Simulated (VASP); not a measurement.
Given:

```
PtTe2
1.0
    2.04768    -3.54668     0.00000
    2.04768     3.54668     0.00000
    0.00000     0.00000     5.55345
Te Pt
2 1
Direct
  0.33333   0.66667   0.24639
  0.66667   0.33333   0.75361
  0.00000   0.00000   0.00000
```

Computed with revPBE GGA, VASP's PBE PAW potentials (set 64) (plane waves; VASP). Run with 520 eV cut-off, Gaussian smearing of 0.050 eV, potentials Te Pt.

Give the energies of bands 3 to 14 at the high-symmetry points, in eV from the Fermi level.

```
band      Γ      M      K      A      L      H
----  -----  -----  -----  -----  -----  -----
3     -6.27  -6.40  -6.28  -5.44  -6.76  -5.82
4     -5.49  -4.94  -5.23  -5.44  -5.17  -5.61
5     -5.49  -4.57  -5.23  -4.60  -5.11  -5.61
6     -3.66  -3.71  -4.20  -3.68  -4.35  -3.99
7     -3.66  -3.38  -4.20  -3.68  -3.39  -3.99
8     -2.64  -3.32  -3.51  -2.25  -3.33  -3.61
9     -0.57  -3.20  -2.23  -1.65  -3.16  -3.42
10    -0.57  -3.08  -1.89  -1.00  -2.44  -2.57
11     0.96  -2.85  -1.89  -1.00  -0.97  -2.57
12     1.13   0.19  -0.26   1.91   0.66   1.85
13     1.13   2.07  -0.26   1.91   1.14   1.85
14     3.06   3.46   2.71   4.00   3.56   5.23
```

It has no gap at this level: it comes out as a metal or semimetal.

The compound is PtTe2 in the 1T layered structure. It was relaxed first, which changed the volume by +10 %.
